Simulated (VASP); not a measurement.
# Vacuum and the quasiparticle gap of a sheet of PtS2, part 5 of 5

How does the G0W0 gap of a single sheet of PtS2 depend on the vacuum between its repeats?

VASP 6.6.1, plane waves and PAW; the level of theory is named at each step.

So far, quasiparticle gap on the mesh (eV): step 5 (G0W0, box 11 Å, bands in the sums 248) 2.58; step 8 (G0W0, box 12.5 Å, bands in the sums 280, height 12.5) 2.61; step 11 (G0W0, box 14 Å, bands in the sums 312, height 14) 2.64.

**14. G0W0, box 18 Å, bands in the sums 400, height 18**

This step: G0W0 on PBE; plane waves and PAW (Pt_GW, S_GW) (VASP 6.6.1).

INCAR reads:

```
SYSTEM = PtS2
PREC = Accurate
ENCUT = 300
ISMEAR = 0
SIGMA = 0.01
LREAL = .FALSE.
GGA = PE
NBANDS = 400
LASPH = .TRUE.
ALGO = EVGW0
NELMGW = 1
ENCUTGW = 90
NOMEGA = 48
PRECFOCK = Fast
NBANDSGW = 24
LWAVE = .FALSE.
LCHARG = .FALSE.
```

POSCAR reads:

```
PtS2
1.0
    3.6207302000      0.0000000000      0.0000000000
   -1.8103651000      3.1356443334      0.0000000000
    0.0000000000      0.0000000000     18.0000000000
Pt S
1 2
Direct
    0.0000000000      0.0000000000      0.5000000000
    0.3333333333      0.6666666667      0.5666943875
    0.6666666667      0.3333333333      0.4333056125
```

KPOINTS reads:

```
Automatic mesh
0
Gamma
9 9 1
0 0 0
```

PAW data sets: Pt_GW and S_GW (PBE family, release 64).

On the command line:

```sh
mpirun -np 8 vasp_std
```

What it wrote:

```text
[banner, memory and clock lines left out]
running    8 mpi-ranks, on    1 nodes
[...]
[... a notice as in an earlier step ...]

 [... a notice as in an earlier step ...]

 LDA part: xc-table for (Slater+PW92), standard interpolation
 found WAVECAR, reading the header
 POSCAR, INCAR and KPOINTS ok, starting setup
[...]
reading WAVECAR
 the WAVECAR file was read successfully
 initial charge from wavefunction
 available memory per node:     60.20 GB, setting MAXMEM to     61643

 The Fermi energy was updated, please check that it is located mid-gap
 values below the HOMO (VB) or above the LUMO (CB) will cause erroneous energies
 E-fermi :  -2.2501

 calculate exact exchange contribution
 the WAVEDER file was read successfully
energies w=
    0.000    0.000    0.483    0.000    0.964    0.000    1.442    0.000
    1.914    0.000    2.380    0.000    2.838    0.000    3.287    0.000
    3.729    0.000    4.162    0.000    4.588    0.000    5.007    0.000
[...]
total number of BLAS operations      15688.70 Gflops
NQ=   8    0.3333    0.1111    0.0000,
|.........|.........|.........|.........|.........|.........|.........|.........
 performed      14929000 updates of chi_q(r,r)
 total number of BLAS operations      18595.50 Gflops
NQ=   9    0.4444    0.1111    0.0000,
|.........|.........|.........|.........|.........|.........|.........|.........
 performed      16831000 updates of chi_q(r,r)
 total number of BLAS operations      20982.62 Gflops
NQ=  10    0.2222    0.2222    0.0000,
|.........|.........|.........|.........|.........|.........|.........|.........
 performed      18733000 updates of chi_q(r,r)
 total number of BLAS operations      23406.03 Gflops
NQ=  11    0.3333    0.2222    0.0000,
|.........|.........|.........|.........|.........|.........|.........|.........
 performed      20981000 updates of chi_q(r,r)
 total number of BLAS operations      26226.71 Gflops
NQ=  12    0.3333    0.3333    0.0000,
|.........|.........|.........|.........|.........|.........|.........|.........
 performed      22115000 updates of chi_q(r,r)
 total number of BLAS operations      27672.00 Gflops
 resolving degeneracies of screened two electron integrals

 calculate QP shifts <psi_nk| G(iteration)W_0 |psi_nk>: iteration 1
 entering main loop
```

The job ended after 4.7 min (8 MPI ranks of Intel Xeon 6975P-C (Granite Rapids), shared host; peak memory 4.2 GiB).

Parts of OUTCAR (step 14):

```text
 QP shifts <psi_nk| G(iteration)W_0 |psi_nk>: iteration 1
 for sc-GW calculations column KS-energies equals QP-energies in previous step
 and V_xc(KS)=  KS-energies - (<T + V_ion + V_H > + <T+V_H+V_ion>^1  + <V_x>^1)
 k-point   1 :       0.0000    0.0000    0.0000
  band No.  KS-energies  QP-energies   sigma(KS)   V_xc(KS)     V^pw_x(r,r')   Z            occupation Imag(sigma)
    ...
      8      -3.7931      -4.3168     -13.5767     -12.8225     -16.7733       0.6945       2.0000       0.1251
      9      -3.6821      -4.1271     -12.8552     -12.2117     -14.5386       0.6916       2.0000       0.0981
     10      -3.4421      -3.8072     -14.1686     -13.6611     -15.5947       0.7195       2.0000       0.0772
     11      -3.4421      -3.8072     -14.1686     -13.6611     -15.5947       0.7195       2.0000       0.0772
     12       0.0523       0.6583     -12.6887     -13.5598      -9.6511       0.6958       0.0000      -0.0627
     13       0.0523       0.6583     -12.6887     -13.5598      -9.6511       0.6958       0.0000      -0.0627
     14       2.2664       2.4473      -5.1871      -5.4079      -2.4813       0.8194       0.0000      -0.0798
     15       2.7215       2.9077      -6.1155      -6.3471      -3.1086       0.8040       0.0000      -0.0763
    ...

[... 1 part as in an earlier step ...]

[... 2 further parts left out ...]
[key lines of the parts left out:]
E-fermi :  -2.2501
```

The gap is now 2.704 eV, +123 meV against the lowest cell. Of the change against the lowest cell, +0 meV is already in the starting gap. The sheet keeps a typed, unrelaxed lattice constant, and the Coulomb interaction between its repeats isn't cut. Spin-orbit coupling is left out.

**15. Ground state with more vacuum, box 23 Å, height 23**

This step: PBE; plane waves and PAW (Pt_GW, S_GW) (VASP 6.6.1).

The cell is made 23 Å high around the same sheet, and the chain is run again; the band count grows with the volume, so that the sums reach the same energy.

INCAR reads:

```
SYSTEM = PtS2
PREC = Accurate
ENCUT = 300
EDIFF = 1E-08
NELM = 100
ISMEAR = 0
SIGMA = 0.01
LREAL = .FALSE.
ALGO = Normal
GGA = PE
NBANDS = 17
LASPH = .TRUE.
LORBIT = 11
LWAVE = .TRUE.
LCHARG = .FALSE.
KPAR = 8
```

POSCAR reads:

```
PtS2
1.0
    3.6207302000      0.0000000000      0.0000000000
   -1.8103651000      3.1356443334      0.0000000000
    0.0000000000      0.0000000000     23.0000000000
Pt S
1 2
Direct
    0.0000000000      0.0000000000      0.5000000000
    0.3333333333      0.6666666667      0.5521956076
    0.6666666667      0.3333333333      0.4478043924
```

KPOINTS is that of step 14.

On the command line:

```sh
mpirun -np 8 vasp_std
```

What it wrote:

```text
[... set-up lines as in an earlier step ...]
 entering main loop
       N       E                     dE             d eps       ncg     rms          rms(c)
DAV:   1     0.123811749677E+03    0.12381E+03   -0.59184E+03   619   0.648E+02
DAV:   2     0.133238560362E+01   -0.12248E+03   -0.11419E+03   612   0.188E+02
DAV:   3    -0.158301536839E+02   -0.17163E+02   -0.16004E+02   624   0.679E+01
DAV:   4    -0.168323694697E+02   -0.10022E+01   -0.99869E+00   688   0.191E+01
[...]
DAV:  21    -0.154289712546E+02   -0.93460E-07   -0.17124E-09   424   0.432E-04    0.180E-05
DAV:  22    -0.154289712725E+02   -0.17909E-07   -0.48810E-10   472   0.267E-04    0.497E-06
DAV:  23    -0.154289712765E+02   -0.40020E-08   -0.28716E-10   432   0.274E-04
   1 F= -.15428971E+02 E0= -.15428971E+02  d E =-.175633E-59
 writing wavefunctions
```

Elapsed: 12 s, on 8 MPI ranks; peak memory 2 GiB.

OUTCAR, selected parts (step 15):

```text
  Total       -1.0881594     -1.0881594     -0.0891571      0.0000000      0.0000000      0.0000000
  in kB       -6.6765533     -6.6765533     -0.5470358      0.0000000      0.0000000      0.0000000
  external PRESSURE =      -4.6333808 kB  Pullay stress =       0.0000000 kB

 POSITION                                       TOTAL-FORCE (eV/Angst)
 -----------------------------------------------------------------------------------
      0.00000      0.00000     11.50000         0.000000      0.000000      0.000000
     -0.00000      2.09043     12.70050        -0.000000      0.000000      0.031889
      1.81037      1.04521     10.29950         0.000000      0.000000     -0.031889
 -----------------------------------------------------------------------------------
    total drift:                                0.000000      0.000000     -0.000000

  FREE ENERGIE OF THE ION-ELECTRON SYSTEM (eV)
  ---------------------------------------------------
  free  energy   TOTEN  =       -15.4289712765 eV

  energy  without entropy=      -15.4289712765  energy(sigma->0) =      -15.42897128

[... 1 part as in an earlier step ...]

[... 2 further parts left out ...]
[key lines of the parts left out:]
E-fermi :  -3.7295
```

**16. Empty bands, box 23 Å, height 23**

The empty bands are made again, for the run that follows.

INCAR reads:

```
SYSTEM = PtS2
PREC = Accurate
ENCUT = 300
ISMEAR = 0
SIGMA = 0.01
LREAL = .FALSE.
GGA = PE
NBANDS = 512
LASPH = .TRUE.
ALGO = Exact
NELM = 1
LWAVE = .TRUE.
LCHARG = .FALSE.
LOPTICS = .TRUE.
NEDOS = 1000
CSHIFT = 0.1
```

POSCAR is that of step 15.

KPOINTS is that of step 15.

On the command line:

```sh
mpirun -np 8 vasp_std
```

What it wrote:

```text
[banner, memory and clock lines left out]
running    8 mpi-ranks, on    1 nodes
[...]
[... a notice as in an earlier step ...]

 LDA part: xc-table for (Slater+PW92), standard interpolation
 found WAVECAR, reading the header
  number of bands has changed, file:    17 present:   512
  trying to continue reading WAVECAR, but it might fail
 POSCAR, INCAR and KPOINTS ok, starting setup
[...]
reading WAVECAR
 random initialization beyond band           17
 the WAVECAR file was read successfully
 initial charge from wavefunction
 entering main loop
       N       E                     dE             d eps       ncg     rms          rms(c)
DIA:   1    -0.154289712778E+02   -0.15429E+02    0.00000E+00     0   0.000E+00
   1 F= -.15428971E+02 E0= -.15428971E+02  d E =-.432918E-45
 writing wavefunctions
 optical routines
 imaginary and real dielectric function
 recalculating local potential from charge density
 direction            1
 direction            2
 direction            3
```

Wall time 96 s (8 MPI ranks); peak memory 4.2 GiB; 12 min of CPU time.

From OUTCAR (step 16):

```text
  Total       -1.0881708     -1.0881708     -0.0891794      0.0000000      0.0000000     -0.0000000
  in kB       -6.6766233     -6.6766233     -0.5471727      0.0000000      0.0000000     -0.0000000
  external PRESSURE =      -4.6334731 kB  Pullay stress =       0.0000000 kB

 POSITION                                       TOTAL-FORCE (eV/Angst)
 -----------------------------------------------------------------------------------
      0.00000      0.00000     11.50000         0.000000      0.000000      0.000000
     -0.00000      2.09043     12.70050        -0.000000      0.000000      0.031881
      1.81037      1.04521     10.29950         0.000000      0.000000     -0.031881
 -----------------------------------------------------------------------------------
    total drift:                                0.000000      0.000000     -0.000000

  FREE ENERGIE OF THE ION-ELECTRON SYSTEM (eV)
  ---------------------------------------------------
  free  energy   TOTEN  =       -15.4289712778 eV

  energy  without entropy=      -15.4289712778  energy(sigma->0) =      -15.42897128

[... 1 part as in an earlier step ...]

[... 2 further parts left out ...]
[key lines of the parts left out:]
E-fermi :  -3.7451
```

WAVECAR now holds 512 bands for 22 electrons.

**17. G0W0, box 23 Å, bands in the sums 512, height 23**

This step: G0W0 on PBE; plane waves and PAW (Pt_GW, S_GW) (VASP 6.6.1).

INCAR reads:

```
SYSTEM = PtS2
PREC = Accurate
ENCUT = 300
ISMEAR = 0
SIGMA = 0.01
LREAL = .FALSE.
GGA = PE
NBANDS = 512
LASPH = .TRUE.
ALGO = EVGW0
NELMGW = 1
ENCUTGW = 90
NOMEGA = 48
PRECFOCK = Fast
NBANDSGW = 24
LWAVE = .FALSE.
LCHARG = .FALSE.
```

POSCAR is that of step 16.

KPOINTS is that of step 16.

On the command line:

```sh
mpirun -np 8 vasp_std
```

What it wrote:

```text
[banner, memory and clock lines left out]
running    8 mpi-ranks, on    1 nodes
[...]
[... a notice as in an earlier step ...]

 [... a notice as in an earlier step ...]

 LDA part: xc-table for (Slater+PW92), standard interpolation
 found WAVECAR, reading the header
 POSCAR, INCAR and KPOINTS ok, starting setup
[...]
reading WAVECAR
 the WAVECAR file was read successfully
 initial charge from wavefunction
 available memory per node:     52.43 GB, setting MAXMEM to     53690

 The Fermi energy was updated, please check that it is located mid-gap
 values below the HOMO (VB) or above the LUMO (CB) will cause erroneous energies
 E-fermi :  -2.9632

 calculate exact exchange contribution
 the WAVEDER file was read successfully
energies w=
    0.000    0.000    0.484    0.000    0.965    0.000    1.443    0.000
    1.915    0.000    2.381    0.000    2.839    0.000    3.290    0.000
    3.731    0.000    4.165    0.000    4.591    0.000    5.010    0.000
[...]
total number of BLAS operations      32942.44 Gflops
NQ=   8    0.3333    0.1111    0.0000,
|.........|.........|.........|.........|.........|.........|.........|.........
 performed      19158000 updates of chi_q(r,r)
 total number of BLAS operations      38895.34 Gflops
NQ=   9    0.4444    0.1111    0.0000,
|.........|.........|.........|.........|.........|.........|.........|.........
 performed      21599000 updates of chi_q(r,r)
 total number of BLAS operations      44054.70 Gflops
NQ=  10    0.2222    0.2222    0.0000,
|.........|.........|.........|.........|.........|.........|.........|.........
 performed      24040000 updates of chi_q(r,r)
 total number of BLAS operations      49034.98 Gflops
NQ=  11    0.3333    0.2222    0.0000,
|.........|.........|.........|.........|.........|.........|.........|.........
 performed      26923000 updates of chi_q(r,r)
 total number of BLAS operations      55129.32 Gflops
NQ=  12    0.3333    0.3333    0.0000,
|.........|.........|.........|.........|.........|.........|.........|.........
 performed      28381000 updates of chi_q(r,r)
 total number of BLAS operations      58127.60 Gflops
 resolving degeneracies of screened two electron integrals

 calculate QP shifts <psi_nk| G(iteration)W_0 |psi_nk>: iteration 1
 entering main loop
```

Run time: 8.1 min. Hardware: 8 MPI ranks; peak memory 6.1 GiB.

Parts of OUTCAR (step 17):

```text
 QP shifts <psi_nk| G(iteration)W_0 |psi_nk>: iteration 1
 for sc-GW calculations column KS-energies equals QP-energies in previous step
 and V_xc(KS)=  KS-energies - (<T + V_ion + V_H > + <T+V_H+V_ion>^1  + <V_x>^1)
 k-point   1 :       0.0000    0.0000    0.0000
  band No.  KS-energies  QP-energies   sigma(KS)   V_xc(KS)     V^pw_x(r,r')   Z            occupation Imag(sigma)
    ...
      8      -4.5062      -5.0707     -13.6344     -12.8225     -16.7706       0.6954       2.0000       0.1218
      9      -4.3952      -4.8750     -12.9044     -12.2117     -14.5350       0.6926       2.0000       0.0981
     10      -4.1553      -4.5581     -14.2203     -13.6611     -15.5961       0.7204       2.0000       0.0771
     11      -4.1553      -4.5581     -14.2203     -13.6611     -15.5961       0.7204       2.0000       0.0771
     12      -0.6609      -0.0300     -12.6538     -13.5598      -9.6523       0.6964       0.0000      -0.0591
     13      -0.6609      -0.0300     -12.6538     -13.5598      -9.6523       0.6964       0.0000      -0.0591
     14       1.5605       1.7835      -5.2391      -5.5113      -2.5353       0.8193       0.0000      -0.0794
     15       1.9928       2.1735      -5.6368      -5.8593      -2.8293       0.8117       0.0000      -0.0717
    ...

[... 1 part as in an earlier step ...]

[... 2 further parts left out ...]
[key lines of the parts left out:]
E-fermi :  -2.9632
```

The gap is now 2.768 eV, +187 meV against the lowest cell. Of the change against the lowest cell, +0 meV is already in the starting gap. The sheet keeps a typed, unrelaxed lattice constant, and the Coulomb interaction between its repeats isn't cut. Spin-orbit coupling is left out.

**18. Summary**

This step: GW series: G0W0 on PBE; plane waves and PAW (VASP 6.6.1).

Derived from the runs above.

Gaps by cell height:

| cell height (Å) | bands | Kohn-Sham gap at PBE (eV) | quasiparticle gap (eV) | direct quasiparticle gap (eV) | cost (core minutes) |
| --- | --- | --- | --- | --- | --- |
| 11 | 248 | 1.761 | 2.581 | 2.62 | 17.55 |
| 12.5 | 280 | 1.761 | 2.612 | 2.65 | 22.35 |
| 14 | 312 | 1.761 | 2.639 | 2.677 | 19.73 |
| 18 | 400 | 1.761 | 2.704 | 2.742 | 41.88 |
| 23 | 512 | 1.761 | 2.768 | 2.806 | 77.88 |

**19. Results**

```json
{"G0W0 on PBE, 248 bands, ENCUTGW 90 eV, NOMEGA 48, mesh 9×9×1": "1.761 → 2.581 eV"}
```

**Reading.** G0W0 gives a quasiparticle gap of 2.581 eV on the mesh in the lowest cell, 0.82 eV over the PBE gap on the same mesh. On mesh and path the starting valence top lies at (0.152, 0.152) and the conduction bottom at (0.227, 0), so the starting gap is indirect. The GW mesh misses an edge: at the starting level the gap along the path is 0.08 eV smaller, and with that offset the quasiparticle gap would be about 2.50 eV. From a height of 11 to 23 Å the starting gap changes by +0 meV and the G0W0 gap by +187 meV: the repeated sheets screen one another through the long-range Coulomb interaction, which isn't cut here. A line against one over the height, fitted to all points, misses them by up to 10 meV and gives 2.93 eV at infinite height. Fitted without the tallest cell, the line predicts 2.742 eV for it, against 2.768 eV computed. The in-plane mesh is fixed, and for a sheet its error grows with the height, so the extrapolated value isn't the converged gap of the free sheet. Bands, response cutoff and mesh weren't tested for convergence. Spin-orbit coupling is left out; with Pt in the cell it can split or shift band edges, by an amount that depends on which atoms form them and isn't tested here. The in-plane lattice constant was typed and not relaxed; the sheet is stretched, by 1.5 N/m, and the gaps belong to that strained sheet. Not tabulated here, as repeats of values shown or as unfit to read for their mesh, reference level or band range: pressures of a box with vacuum or a charge (ground state, ground state with more vacuum, relaxation); gaps (empty bands, relaxation); eps2 curves (empty bands); eps1 curves and static values (empty bands).

[Lines on the potential files, build, host, timing and source positions are cut from VASP's logs without a mark.]

[Logs are printed without paths, hosts, clocks, repeated set-up lines and the standing remarks that a program may print on its own settings, such as how far it seeks lower states.]

[Hosts, paths, dates, database ids (printed as entryN), source tags and the programs' standing remarks are cut or masked in the printed files.]

[Pressures printed for these runs are not shown converged in the cutoff: they can be off by several GPa and have the wrong sign.]
